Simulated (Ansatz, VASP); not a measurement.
# Cross-check of SrHfTe3 between VASP and Ansatz, part 2 of 2

One calculation is typed for both programs; each brings its own data sets. How far apart do they land? The cell is generated by rule, not measured, and may not be a known phase. The cell is taken from a series of runs on this material, whose earlier steps may have relaxed, scaled, displaced or heated it; both programs get it as it stands.

VASP 6.6.1 and Ansatz 0.2.0.

So far: Set-up; VASP: zone-centre phonons, PBEsol.

**2. VASP: zone-centre phonons, PBEsol (continued)**

Level of this step: PBEsol; plane waves and PAW (Sr_sv, Hf_pv, Te); invented cell (VASP).

Numbers of over 12 decimals in the logs are rounded to 6 here.

Parts of OUTCAR (step 2):

```text
ion  position               nearest neighbor table
   1  0.500  0.500  0.500-   3 3.92   4 3.92   5 3.92   3 3.92   4 3.92   3 3.92   5 3.92   3 3.92
                             4 3.92   5 3.92   4 3.92   5 3.92
   2  0.000  0.000  0.000-   3 2.77   4 2.77   5 2.77   5 2.77   4 2.77   3 2.77
   3  0.500  0.000  0.000-   2 2.77   2 2.77   1 3.92   1 3.92   1 3.92   1 3.92
   4  0.000  0.500  0.000-   2 2.77   2 2.77   1 3.92   1 3.92   1 3.92   1 3.92
   5  0.000  0.000  0.500-   2 2.77   2 2.77   1 3.92   1 3.92   1 3.92   1 3.92

  LATTYP: Found a simple cubic cell.
 ALAT       =     5.5376898064

 Subroutine GETGRP returns: Found 48 space group operations
 (whereof 48 operations were pure point group operations)

The static configuration has the point symmetry O_h .

 Found     20 irreducible k-points:

   k-points           NKPTS =     20   k-points in BZ     NKDIM =     20   number of bands    NBANDS=     25

   dimension x,y,z NGX =    40 NGY =   40 NGZ =   40
   dimension x,y,z NGXF=    80 NGYF=   80 NGZF=   80

   ENCUT  =  500.0 eV  36.75 Ry    6.06 a.u.  10.10 10.10 10.10*2*pi/ulx,y,z

   NELECT =      38.0000    total number of electrons

 k-points in reciprocal lattice and weights: Automatic mesh
   0.00000000  0.00000000  0.00000000       0.005
   0.16666667  0.00000000  0.00000000       0.028
   0.33333333  0.00000000  0.00000000       0.028
   0.50000000  0.00000000  0.00000000       0.014
   0.16666667  0.16666667  0.00000000       0.056
   0.33333333  0.16666667  0.00000000       0.111
   0.50000000  0.16666667  0.00000000       0.056
   0.33333333  0.33333333  0.00000000       0.056
   0.50000000  0.33333333  0.00000000       0.056
[...]
0.50000000  0.50000000  0.33333333       0.028
   0.50000000  0.50000000  0.50000000       0.005

 average (electrostatic) potential at core
       1 -38.0851       2 -38.3896       3 -89.1073       4 -89.1073       5 -89.1073

  Total       -0.0209163     -0.0209163     -0.0209163     -0.0000000     -0.0000000      0.0000000
  in kB       -0.1973379     -0.1973379     -0.1973379     -0.0000000     -0.0000000      0.0000000
  external PRESSURE =      -0.1973379 kB  Pullay stress =       0.0000000 kB

  energy-cutoff  :      500.00
  volume of cell :      169.82
      direct lattice vectors                 reciprocal lattice vectors
     5.537689806  0.000000000  0.000000000     0.180580718  0.000000000  0.000000000
     0.000000000  5.537689806  0.000000000     0.000000000  0.180580718  0.000000000
     0.000000000  0.000000000  5.537689806     0.000000000  0.000000000  0.180580718

 POSITION                                       TOTAL-FORCE (eV/Angst)
 -----------------------------------------------------------------------------------
      2.76884      2.76884      2.76884         0.000000      0.000000      0.000000
      0.00000      0.00000      0.00000         0.000000      0.000000      0.000000
      2.76884      0.00000      0.00000         0.000000      0.000000      0.000000
      0.00000      2.76884      0.00000         0.000000      0.000000      0.000000
      0.00000      0.00000      2.76884         0.000000      0.000000      0.000000
 -----------------------------------------------------------------------------------
    total drift:                                0.000000      0.000000     -0.000000

 Eigenvectors and eigenvalues of the dynamical matrix
 ----------------------------------------------------

   1 f  =    5.742850 THz    36.083393 2PiTHz  191.560871 cm-1    23.750510 meV
             X         Y         Z           dx          dy          dz
      2.768845  2.768845  2.768845    -0.000000    0.000000   -0.009741
      0.000000  0.000000  0.000000    -0.000000    0.000000   -0.494404
      2.768845  0.000000  0.000000     0.000000    0.000000   -0.128572
      0.000000  2.768845  0.000000    -0.000000   -0.000000   -0.128572
      0.000000  0.000000  2.768845    -0.000000    0.000000    0.849946

   2 f  =    5.742850 THz    36.083393 2PiTHz  191.560871 cm-1    23.750510 meV
             X         Y         Z           dx          dy          dz
      2.768845  2.768845  2.768845     0.000007   -0.009741    0.000000
      0.000000  0.000000  0.000000     0.000354   -0.494404    0.000000
      2.768845  0.000000  0.000000    -0.000609   -0.128572   -0.000000
      0.000000  2.768845  0.000000     0.000092    0.849946    0.000000
      0.000000  0.000000  2.768845     0.000092   -0.128572    0.000000

   3 f  =    5.742850 THz    36.083393 2PiTHz  191.560871 cm-1    23.750510 meV
             X         Y         Z           dx          dy          dz
      2.768845  2.768845  2.768845    -0.009741   -0.000007   -0.000000
      0.000000  0.000000  0.000000    -0.494404   -0.000354    0.000000
      2.768845  0.000000  0.000000     0.849946   -0.000092    0.000000
      0.000000  2.768845  0.000000    -0.128572    0.000609   -0.000000
      0.000000  0.000000  2.768845    -0.128572   -0.000092    0.000000

   4 f  =    0.607919 THz     3.819665 2PiTHz   20.277982 cm-1     2.514148 meV
             X         Y         Z           dx          dy          dz
      2.768845  2.768845  2.768845     0.008821    0.013163    0.154643
      0.000000  0.000000  0.000000    -0.038682   -0.057726   -0.678168
      2.768845  0.000000  0.000000    -0.014277    0.040067    0.470709
      0.000000  2.768845  0.000000     0.026849   -0.021306    0.470709
      0.000000  0.000000  2.768845     0.026849    0.040067   -0.250302

   5 f  =    0.607919 THz     3.819665 2PiTHz   20.277982 cm-1     2.514148 meV
             X         Y         Z           dx          dy          dz
      2.768845  2.768845  2.768845     0.155108    0.004638   -0.009242
      0.000000  0.000000  0.000000    -0.680209   -0.020338    0.040529
      2.768845  0.000000  0.000000    -0.251055    0.014117   -0.028131
      0.000000  2.768845  0.000000     0.472125   -0.007507   -0.028131
      0.000000  0.000000  2.768845     0.472125    0.014117    0.014959

   6 f  =    0.607919 THz     3.819665 2PiTHz   20.277982 cm-1     2.514148 meV
             X         Y         Z           dx          dy          dz
      2.768845  2.768845  2.768845    -0.005396    0.154825   -0.012871
      0.000000  0.000000  0.000000     0.023664   -0.678965    0.056444
      2.768845  0.000000  0.000000     0.008734    0.471262   -0.039177
      0.000000  2.768845  0.000000    -0.016425   -0.250596   -0.039177
      0.000000  0.000000  2.768845    -0.016425    0.471262    0.020833

   7 f  =    0.004508 THz     0.028324 2PiTHz    0.150370 cm-1     0.018643 meV
             X         Y         Z           dx          dy          dz
      2.768845  2.768845  2.768845     0.002280    0.017575   -0.369292
      0.000000  0.000000  0.000000     0.003265    0.025161   -0.528705
      2.768845  0.000000  0.000000     0.002744    0.020862   -0.438355
      0.000000  2.768845  0.000000     0.002707    0.021149   -0.438355
      0.000000  0.000000  2.768845     0.002707    0.020862   -0.444394

   8 f  =    0.004508 THz     0.028324 2PiTHz    0.150370 cm-1     0.018643 meV
             X         Y         Z           dx          dy          dz
      2.768845  2.768845  2.768845     0.368753   -0.026662    0.001008
      0.000000  0.000000  0.000000     0.527933   -0.038171    0.001443
      2.768845  0.000000  0.000000     0.443746   -0.031648    0.001197
      0.000000  2.768845  0.000000     0.437715   -0.032084    0.001197
      0.000000  0.000000  2.768845     0.437715   -0.031648    0.001213

   9 f  =    0.004508 THz     0.028324 2PiTHz    0.150370 cm-1     0.018643 meV
             X         Y         Z           dx          dy          dz
      2.768845  2.768845  2.768845     0.026583    0.368336    0.017694
      0.000000  0.000000  0.000000     0.038058    0.527335    0.025331
      2.768845  0.000000  0.000000     0.031989    0.437219    0.021002
      0.000000  2.768845  0.000000     0.031554    0.443243    0.021002
      0.000000  0.000000  2.768845     0.031554    0.437219    0.021292

  10 f/i=    1.192701 THz     7.493964 2PiTHz   39.784238 cm-1     4.932615 meV
             X         Y         Z           dx          dy          dz
      2.768845  2.768845  2.768845     0.000000   -0.000000    0.000000
      0.000000  0.000000  0.000000     0.000000    0.000000    0.000000
      2.768845  0.000000  0.000000     0.000000   -0.697888   -0.113318
      0.000000  2.768845  0.000000     0.010528    0.000000    0.113318
      0.000000  0.000000  2.768845    -0.010528    0.697888    0.000000

  11 f/i=    1.192701 THz     7.493964 2PiTHz   39.784238 cm-1     4.932615 meV
             X         Y         Z           dx          dy          dz
      2.768845  2.768845  2.768845    -0.000000   -0.000000   -0.000000
      0.000000  0.000000  0.000000     0.000000   -0.000000    0.000000
      2.768845  0.000000  0.000000     0.000000    0.113799   -0.694114
      0.000000  2.768845  0.000000     0.072492   -0.000000    0.694114
      0.000000  0.000000  2.768845    -0.072492   -0.113799   -0.000000

  12 f/i=    1.192701 THz     7.493964 2PiTHz   39.784238 cm-1     4.932615 meV
             X         Y         Z           dx          dy          dz
      2.768845  2.768845  2.768845     0.000000   -0.000000    0.000000
      0.000000  0.000000  0.000000    -0.000000    0.000000   -0.000000
      2.768845  0.000000  0.000000    -0.000000   -0.001283    0.073241
      0.000000  2.768845  0.000000     0.703302   -0.000000   -0.073241
      0.000000  0.000000  2.768845    -0.703302    0.001283    0.000000

  13 f/i=    1.728116 THz    10.858070 2PiTHz   57.643730 cm-1     7.146908 meV
             X         Y         Z           dx          dy          dz
      2.768845  2.768845  2.768845    -0.003723   -0.015418    0.915859
      0.000000  0.000000  0.000000     0.000420    0.001737   -0.103192
      2.768845  0.000000  0.000000     0.000520    0.004356   -0.258764
      0.000000  2.768845  0.000000     0.001052    0.002152   -0.258764
      0.000000  0.000000  2.768845     0.001052    0.004356   -0.127816

  14 f/i=    1.728116 THz    10.858070 2PiTHz   57.643730 cm-1     7.146908 meV
             X         Y         Z           dx          dy          dz
      2.768845  2.768845  2.768845     0.889241   -0.219771   -0.000085
      0.000000  0.000000  0.000000    -0.100193    0.024762    0.000010
      2.768845  0.000000  0.000000    -0.124101    0.062093    0.000024
      0.000000  2.768845  0.000000    -0.251243    0.030671    0.000024
      0.000000  0.000000  2.768845    -0.251243    0.062093    0.000012

  15 f/i=    1.728116 THz    10.858070 2PiTHz   57.643730 cm-1     7.146908 meV
             X         Y         Z           dx          dy          dz
      2.768845  2.768845  2.768845     0.219740    0.889107    0.015861
      0.000000  0.000000  0.000000    -0.024759   -0.100178   -0.001787
      2.768845  0.000000  0.000000    -0.030667   -0.251206   -0.004481
      0.000000  2.768845  0.000000    -0.062085   -0.124083   -0.004481
      0.000000  0.000000  2.768845    -0.062085   -0.251206   -0.002213

 ELASTIC MODULI CONTR FROM IONIC RELAXATION (kBar)
 Direction    XX          YY          ZZ          XY          YZ          ZX
 --------------------------------------------------------------------------------
 XX           0.0000      0.0000      0.0000      0.0000      0.0000      0.0000
 YY           0.0000      0.0000      0.0000      0.0000      0.0000      0.0000
 ZZ           0.0000      0.0000      0.0000      0.0000      0.0000      0.0000
 XY           0.0000      0.0000      0.0000      0.0000      0.0000      0.0000
 YZ           0.0000      0.0000      0.0000      0.0000      0.0000      0.0000
 ZX           0.0000      0.0000      0.0000      0.0000      0.0000      0.0000
 --------------------------------------------------------------------------------
```

Harder data sets than Hf_pv exist (the GW ones), and pressures, volumes and forces can shift noticeably with them.

**3. Ansatz: zone-centre phonons, PBEsol**

Ansatz runs on norm-conserving files, of PseudoDojo where its log says so.

The same cell, functional, mesh and smearing now go to Ansatz, which takes its cutoff from its data sets.

Contents of input.yaml:

```yaml
crystal:
  lattice:
    - [5.5376898064, 0.0, 0.0]
    - [0.0, 5.5376898064, 0.0]
    - [0.0, 0.0, 5.5376898064]
  atoms:
    - { symbol: Sr, position: [0.5, 0.5, 0.5] }
    - { symbol: Hf, position: [0.0, 0.0, 0.0] }
    - { symbol: Te, position: [0.5, 0.0, 0.0] }
    - { symbol: Te, position: [0.0, 0.5, 0.0] }
    - { symbol: Te, position: [0.0, 0.0, 0.5] }
kpoints:
  mp_grid: { grid: [6, 6, 6] }
hamiltonian:
  xc: pbesol
  pseudopotentials: { kind: nc }
scf:
  occupations: { method: methfessel_paxton, width: 0.2 }
output:
  eigenvalues: true
phonons:
  method: dfpt
```

Started as:

```
> ansatz run input.yaml --threads 8 --pin off --max-ram 14336MiB --backend cpu --events-out ev --progress --plain --runs-dir out
```

Log:

```text
zone centre: on kpoints.mp_grid the ground state, and the responses unless they are solved on pairs of k-points, stand on 64 of the mesh's 216 k-points, reduced under 8 symmetry operations, with k and −k counted as one. Each operation leaves every solved displacement unchanged or reverses it
Engine: ansatz 0.2.0, aarch64-unknown-linux-gnu
Pseudopotentials: kind: nc
Pseudopotential: Sr, nc, valence charge 10, recommended cutoff 925.187132 eV (normal), Sr.nc.azcp (PseudoDojo's, or run here from an input of PseudoDojo's: the run reads no file of this project's for it)
Pseudopotential: Hf, nc, valence charge 12, recommended cutoff 789.130201 eV (normal), Hf.nc.azcp (PseudoDojo's, or run here from an input of PseudoDojo's: the run reads no file of this project's for it)
Pseudopotential: Te, nc, valence charge 16, recommended cutoff 1120 eV (normal), Te.nc.azcp (PseudoDojo's, or run here from an input of PseudoDojo's: the run reads no file of this project's for it)
Functional definition: PBEsol
  exchange = pbesol_x
  correlation = pbesol_c
Crystal: 5 atoms, lattice volume = 169.819 Å³
Basis set: ecut = 1120 eV, 14411 PW (Γ), exchange–correlation on 128×128×128 points (8 copies of the dense FFT grid, shifted against one another)
Bands: 42, of which v1, the nominal top of the filled ones, is band 35 counted from 1 (34 counted from 0)
Symmetry: 48 space group operations
k-points: 64 of 216 (irreducible under 8 space group operations)
Non-local potential: Sr, projectors of the file, l = 0: 2, l = 1: 2, l = 2: 2
Non-local potential: Hf, projectors of the file, l = 0: 2, l = 1: 2, l = 2: 2, l = 3: 2
Non-local potential: Te, projectors of the file, l = 0: 3, l = 1: 2, l = 2: 2, l = 3: 2
Initial density: superposition of atomic densities (chi_scale 0.1, normalization cell, long waves kept (reshape's long-wave potential 0.00 eV rms))
Initial wavefunctions: pseudopotential atomic-orbital guess
Functional: x = pbesol(κ = 0.804, μ = 0.123457), c = pbesol(β = 0.046)
SCF iter   1: F=—  HF=-11009.536558 eV  |F-HF|=—  |Δ(HF+E_count)|=         —  Δρ=3.14e-2  dr2=3.06e0  ethr=3.10e-3  ⟨swp⟩=9.6  Hψ=12844  notcnv=0
preconditioner: auto → Kerker (q_TF=auto, 2.354 Å⁻¹)  [metal: Δε(μ)=0.129 eV  Ē_g=6.416 eV  σ=0.200 eV  W_gap=0.47  n_scr=32 (ndim 8)  ℏωp=14.0 eV  f_vac=0.000  D(μ)=1.28/eV (n_scr^D=6)]
SCF iter   2: F=—  HF=-11008.844813 eV  |F-HF|=—  |Δ(HF+E_count)|=   6.92e-1  S|Δr|=    0.00e0  Δρ=1.62e-2  dr2=5.86e-1  ethr=3.10e-3  ⟨swp⟩=3.2  Hψ=4550  notcnv=0  defer=62
preconditioner: auto → Resta (q_TF=auto, 2.354 Å⁻¹)  ε∞=5.4  [insulator: Δε(μ)=0.177 eV  Ē_g=6.685 eV  σ=0.200 eV  W_gap=0.67  n_scr=32 (ndim 8)  ℏωp=14.0 eV  f_vac=0.000  D(μ)=0.44/eV (n_scr^D=0)  ε∞_Penn≈5.4]
SCF iter   3: F=—  HF=-11008.669653 eV  |F-HF|=—  |Δ(HF+E_count)|=   1.75e-1  S|Δr|=    0.00e0  Δρ=4.41e-3  dr2=4.17e-2  ethr=8.37e-4  ⟨swp⟩=4.0  Hψ=6219  notcnv=0  defer=62
SCF iter   4: F=—  HF=-11008.667377 eV  |F-HF|=—  |Δ(HF+E_count)|=   2.28e-3  S|Δr|=    0.00e0  Δρ=1.36e-3  dr2=4.45e-3  ethr=5.95e-5  ⟨swp⟩=2.3  Hψ=3809  notcnv=0  defer=62
SCF iter   5: F=—  HF=-11008.668415 eV  |F-HF|=—  |Δ(HF+E_count)|=   1.04e-3  S|Δr|=    0.00e0  Δρ=2.49e-4  dr2=2.03e-4  ethr=6.35e-6  ⟨swp⟩=2.1  Hψ=4721  notcnv=0  defer=62
SCF iter   6: F=—  HF=-11008.668497 eV  |F-HF|=—  |Δ(HF+E_count)|=   8.20e-5  S|Δr|=    0.00e0  Δρ=6.57e-5  dr2=1.16e-5  ethr=2.90e-7  ⟨swp⟩=2.3  Hψ=3908  notcnv=0  defer=62
SCF iter   7: F=—  HF=-11008.668513 eV  |F-HF|=—  |Δ(HF+E_count)|=   1.61e-5  S|Δr|=    0.00e0  Δρ=1.60e-5  dr2=4.88e-7  ethr=1.66e-8  ⟨swp⟩=2.6  Hψ=3665  notcnv=0  defer=62
SCF iter   8: F=—  HF=-11008.669083 eV  |F-HF|=—  |Δ(HF+E_count)|=   5.70e-4  S|Δr|=    0.00e0  Δρ=4.78e-6  dr2=2.36e-8  ethr=6.98e-10  ⟨swp⟩=3.0  Hψ=4766  notcnv=0  defer=62
SCF iter   9: F=—  HF=-11008.669083 eV  |F-HF|=—  |Δ(HF+E_count)|=  1.07e-10  S|Δr|=    0.00e0  Δρ=9.73e-7  dr2=1.24e-9  ethr=3.37e-11  ⟨swp⟩=2.7  Hψ=4940  notcnv=0  defer=62
SCF iter  10: F=—  HF=-11008.669083 eV  |F-HF|=—  |Δ(HF+E_count)|=    0.00e0  S|Δr|=    0.00e0  Δρ=2.54e-7  dr2=7.71e-11  ethr=1.78e-12  ⟨swp⟩=2.6  Hψ=4977  notcnv=0  defer=62
SCF iter  11: F=-11008.669083 eV  HF=-11008.669083 eV  |F-HF|=5.46e-12  |Δ(HF+E_count)|=  7.28e-12  S|Δr|=    0.00e0  Δρ=6.66e-8  dr2=6.43e-12  ethr=1.00e-12  ⟨swp⟩=16.5  Hψ=18655  notcnv=0
SCF 1 converged in 11 iterations: F = -11008.669083 eV  dr2 = 6.43e-12
DFPT response loops at Γ: preconditioner auto → Kerker (q_TF=auto, 2.354 Å⁻¹) (partly filled bands, converged f_vac=0.010); β = 1.00, the filter's whole step (`scf.mixing.beta` (0.50) is not read by the response loops under this deck's `scf.mixing.preconditioner`; to damp them name `kerker` or `kerker_dos`, under which they read `scf.mixing.beta`, and type it under 1.00, their step now; both keys bind the ground state too); Broyden in place of MSR1
SCF converged after 11 iterations
Stability not checked: this state was not tested for a lower state beside it, because cold or Methfessel-Paxton smearing, or corrected tetrahedra, fill the levels in a way that the test cannot read (fill_not_monotonic; see scf.lower_state_search)
Free energy (F): -11008.669083 eV
Harris-Foulkes:  -11008.669083 eV  (|F-HF|=5.46e-12)
Internal energy: -11008.672840 eV  (E = F + TS)
E sigma→0 (E₀):  -11008.670022 eV
Entropy (-TS):   0.003758 eV (0.752 meV/atom)
Fermi energy:    8.945613 eV
Step filling:    the computed levels leave a gap of 0.0931 eV = 0.5 smearing widths at the electron count; against every level under it full and every level over it empty, smearing changes F+E_penalty+E_count by +2.032 meV and its σ→0 estimate by +1.092 meV
--- Per-component energies (eV) ---
  E_band       = -1082.484075
  E_kinetic    = 5279.954330
  E_local      = -8426.081201  (includes V_loc(G=0)·N_el)
  E_nonlocal   = -2202.146353
  E_hartree    = 2953.965182
  E_xc         = -2596.887779
  E_vxc        = -1642.141291  (∫ρ·V_xc dr)
  E_ewald      = -6017.477020
  E_smearing   = 0.003758  (= −TS)
  E_closure    = -0.000000  (closes the sum)
  Σ components = -11008.669083   (vs F -11008.669083, Δ=0.00e0)
--- Band table (eV; the first three rows and the last of 64) ---
  k-point 0: bands = [... 31 lower, 7.6680, 8.5587, 8.5587, 8.5587, 8.7622, 8.7622, 8.7622, 9.3582, ... 3 higher]
  k-point 1: bands = [... 31 lower, 7.4139, 7.6437, 8.3022, 8.3022, 8.7966, 9.6202, 9.6202, 9.7764, ... 3 higher]
  k-point 2: bands = [... 31 lower, 6.5170, 7.0286, 8.2005, 8.2005, 8.8706, 10.5104, 10.6532, 10.6532, ... 3 higher]
  k-point 63: bands = [... 31 lower, 5.4112, 9.1691, 9.1691, 9.1691, 9.6380, 11.1163, 11.1163, 11.1163, ... 3 higher]
--- Phonons (Γ-DFPT): 4 representative perturbations + reference, on 64 of 216 k-points (Σ response iterations 15) ---
  k mesh reduced under 8 symmetry operations, with k and −k counted as one. Each operation leaves every solved displacement unchanged or reverses it
  ASR residual: 1.185e-4 → 0.000e0 eV/Å²; symmetrization residual: 4.171e-5 eV/Å²
  ASR residual per site (eV/Å²): 3.08e-6 1.18e-4 8.95e-5 8.95e-5 8.95e-5
  Γ frequencies (cm⁻¹): -58.52 -58.52 -58.52 -40.81 -40.81 -40.81 0.00 0.00 0.00 17.56 17.56 17.56 190.91 190.91 190.91
  non-analytic LO–TO correction: not included (Born effective charges unavailable; polar crystals: no LO–TO splitting at Γ)
```

In the SCF lines HF is the Harris–Foulkes energy and dr2 the Hartree energy of the density residual, in eV; the loop may stop once dr2 is under the threshold and the program's other checks hold. Hψ counts applications of the Hamiltonian.

**4. Side by side**

Known differences besides the potentials themselves: the data sets hold 70 valence electrons in Ansatz (on norm-conserving files, of PseudoDojo where its log says so) and 38 in VASP; the cutoff is 1120 eV in Ansatz and 500 eV in VASP. Total energies have different zeros and are not compared.

Both answers:

| quantity | Ansatz | VASP | difference |
| --- | --- | --- | --- |
| optical mode 1 to 3 (imaginary, printed as negative) (cm⁻¹) | -58.5 | -57.6 | -0.9 |
| optical mode 4 to 6 (imaginary, printed as negative) (cm⁻¹) | -40.8 | -39.8 | -1.0 |
| optical mode 7 to 9 (cm⁻¹) | 17.6 | 20.3 | -2.7 |
| optical mode 10 to 12 (cm⁻¹) | 190.9 | 191.6 | -0.34 % |

Modes are paired by rising frequency, not by their patterns, so a pair may set unlike modes beside each other; they are those without the splitting of longitudinal modes.

**5. Summary of results**

| Quantity | Value |
| --- | --- |
| r.m.s. difference of the optical zone-centre modes, each program's sorted by frequency (zone-centre phonons, PBEsol) | 1.6 cm⁻¹ |

The r.m.s. difference of the optical zone-centre modes, each program's sorted by frequency is 1.6 cm⁻¹ (zone-centre phonons, PBEsol). The data sets hold unlike numbers of valence electrons (70 in Ansatz and 38 in VASP), so part of the differences comes from the potentials. How closely two codes agree says nothing of how well the functional describes the real material.

[Lines on the potential files, build, host, timing and source positions are cut from VASP's logs without a mark.]

[Logs are printed without paths, hosts, clocks, repeated set-up lines and the standing remarks that a program may print on its own settings, such as how far it seeks lower states.]

[Hosts, paths, dates, database ids (printed as entryN), source tags and the programs' standing remarks are cut or masked in the printed files.]
